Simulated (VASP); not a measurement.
An input for Quantum ESPRESSO's pw.x (written as the equivalent of a VASP run, and not itself run):

```
&CONTROL
  calculation = 'scf'
  pseudo_dir = './pseudo'
  outdir = './out'
  tprnfor = .true.
  tstress = .true.
/
&SYSTEM
  ibrav = 0
  nat = 4
  ntyp = 2
  ecutwfc = 98
  occupations = 'smearing'
  smearing = 'gaussian'
  degauss = 0.01999
  input_dft = 'pbe'
  nspin = 2
  starting_magnetization(1) = 0.2
/
&ELECTRONS
  conv_thr = 7.3e-08
  electron_maxstep = 100
/
ATOMIC_SPECIES
  Ni 58.693 Ni.upf
  Ru 101.070 Ru.upf
CELL_PARAMETERS angstrom
     0.0000000    3.2138060    3.2138060
     3.2138060    0.0000000    3.2138060
     3.2138060    3.2138060    0.0000000
ATOMIC_POSITIONS crystal
  Ni   0.0011400 -0.0088490  0.0086380
  Ru   0.5039180  0.4929230  0.5081210
  Ru   0.2470430  0.2565110  0.2448100
  Ru   0.7479000  0.7594140  0.7384310
K_POINTS automatic
  5 5 5 0 0 0
```

Q: Translate this input to VASP (INCAR, KPOINTS, POSCAR, choice of POTCAR).

A: This is not unique; one that fits is 
INCAR:
```
SYSTEM = NiRu3
PREC = Accurate
ENCUT = 300
EDIFF = 1E-6
NELM = 100
ALGO = Normal
LREAL = .FALSE.
LASPH = .TRUE.
ISMEAR = 0
SIGMA = 0.272
GGA = PE
LMAXMIX = 4
LWAVE = .FALSE.
LCHARG = .FALSE.
ISIF = 2
ISPIN = 2
MAGMOM = 2.0 0.0 0.0 0.0
LORBIT = 11
```

File KPOINTS:
```
Automatic mesh
0
Gamma
5 5 5
0 0 0
```

POSCAR:
```
NiRu3
1
    0.0000000000     3.2138060000     3.2138060000
    3.2138060000     0.0000000000     3.2138060000
    3.2138060000     3.2138060000     0.0000000000
Ni Ru
1 3
Direct
  0.0011400000  -0.0088490000   0.0086380000
  0.5039180000   0.4929230000   0.5081210000
  0.2470430000   0.2565110000   0.2448100000
  0.7479000000   0.7594140000   0.7384310000
```

POTCAR, in this order: Ni Ru_pv (PBE.64 set). Program: vasp_std.

Limits of the translation: the potentials are each code's own (VASP's PAW set, PseudoDojo norm-conserving files in pw.x), so ENCUT and ecutwfc are chosen apart and not converted; conv_thr bounds pw.x's estimated SCF error, while EDIFF bounds the energy change between steps; starting_magnetization is a fraction of the valence charge and MAGMOM a moment in μB, so they match only roughly.

The structure was generated: NiRu3 was put into an ordered model structure, which need not be its known phase. The cell was not relaxed at this level, atoms are displaced from their ideal sites. The k-mesh is coarse (spacing up to 0.34 per Å, 2π included), so the numbers may not be converged in it.
